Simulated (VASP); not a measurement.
# BaMgAsF: relaxation of cell and atoms with LDA

BaMgAsF:

```xyz
8
Lattice="4.3257 0.0000 0.0000 0.0000 4.3257 0.0000 0.0000 0.0000 9.3623" Properties=species:S:1:pos:R:3 pbc="T T T"
Ba    2.1628    0.0000    1.4556
Ba    0.0000    2.1628    7.9067
As    2.1628    0.0000    6.2166
As    0.0000    2.1628    3.1457
Mg    2.1628    2.1628    4.6811
Mg    0.0000    4.3257    4.6811
F     2.1628    2.1628    0.0000
F     0.0000    0.0000    0.0000
```

The cell comes from a database or a generator and needn't be the stable form of this composition.

```json
{
 "Program": "VASP 6.6.1",
 "Task": "relaxation of cell and atoms",
 "Functional": "LDA",
 "Potentials or basis": "VASP PAW LDA potentials, release 64 (Ba_sv, As, Mg, F)",
 "Cutoff": "600 eV",
 "k mesh": "6 × 6 × 4",
 "Occupations": "gaussian, width 0.03 eV",
 "Spin": "no spin polarisation",
 "Further INCAR settings": "ALGO = Normal; EDIFF = 1e-07; IBRION = 2; EDIFFG = -0.005; NSW = 90; ISIF = 3"
}
```

```
Energy gained by relaxing : 0.0 meV/atom
Ionic steps               : 2
Pressure after relaxing   : 0.0 GPa
Band gap on the k mesh    : 1.46 eV, direct
```

Forces on the atoms (eV/Å):
```
Ba   0.000  0.000  0.001
Ba   0.000  0.000 -0.001
As   0.000  0.000 -0.003
As   0.000  0.000  0.003
Mg   0.000  0.000  0.000
Mg   0.000  0.000  0.000
F    0.000  0.000  0.000
F    0.000  0.000  0.000
```

Final structure:
```
Ba As Mg F
1.0
     4.32575    0.00000    0.00000
     0.00000    4.32575    0.00000
     0.00000    0.00000    9.36118
Ba As Mg F
2 2 2 2
Direct
  0.50000 0.00000 0.15548
  0.00000 0.50000 0.84452
  0.50000 0.00000 0.66398
  0.00000 0.50000 0.33602
  0.50000 0.50000 0.50000
  0.00000 0.00000 0.50000
  0.50000 0.50000 0.00000
  0.00000 0.00000 0.00000
```

Levels at points of the mesh, in eV from the valence-band top:
```
           k point  band 22  band 23  band 24  band 25  band 26  band 27
(0.00, 0.00, 0.00)    -0.45     0.00     0.00     1.46     2.01     2.37
(0.50, 0.00, 0.00)    -0.71    -0.52    -0.52     2.84     2.84     3.11
(0.50, 0.50, 0.00)    -1.66    -1.59    -1.59     2.10     2.10     3.87
(0.00, 0.00, 0.50)    -0.84    -0.01    -0.01     1.76     2.41     2.54
(0.50, 0.00, 0.50)    -0.65    -0.51    -0.51     3.00     3.00     3.28
(0.50, 0.50, 0.50)    -1.68    -1.57    -1.57     2.40     2.40     3.97
```

Run time: 3 min on 2 MPI ranks on Intel(R) Xeon(R) Platinum 8259CL CPU @ 2.50GHz (Skylake/Cascade Lake) (shared host), peak memory 0.39 GiB a rank.

Caveat: spin-orbit coupling is left out, which moves the levels of the heavy elements. A k mesh can miss the band edges.
